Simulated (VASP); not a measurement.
Data:

```
SnSi
1.0
    3.41875     0.00000     0.00000
    0.00000     3.41875     0.00000
    0.00000     0.00000     3.41875
Sn Si
1 1
Direct
  0.00000   0.00000   0.00000
  0.50000   0.50000   0.50000
```

Level of theory: LDA (Ceperley-Alder, Perdew-Zunger), VASP's LDA PAW potentials (set 64) (plane waves; VASP). Run with 400 eV cut-off, Gaussian smearing of 0.050 eV, potentials Sn_d Si.

Q: Give the energies of bands 6 to 12 at the high-symmetry points, in eV from the Fermi level.

A: 
| band | Γ | X | M | R |
|---|---|---|---|---|
| 6 | -12.59 | -9.32 | -6.58 | -5.04 |
| 7 | -1.06 | -9.30 | -6.54 | -4.03 |
| 8 | -0.60 | 2.28 | -5.38 | -2.06 |
| 9 | -0.60 | 2.28 | -5.38 | -2.06 |
| 10 | -0.60 | 2.99 | 3.18 | -2.06 |
| 11 | 3.53 | 3.10 | 5.75 | -1.91 |
| 12 | 3.53 | 3.10 | 6.46 | -1.91 |

It has no gap at this level: it comes out as a metal or semimetal.

The structure was generated: SiSn was put into the CsCl type (Pm-3m), which need not be its known phase. It was relaxed first, which changed the volume by +18 %. VASP warned that the highest band is occupied, so more bands are needed.
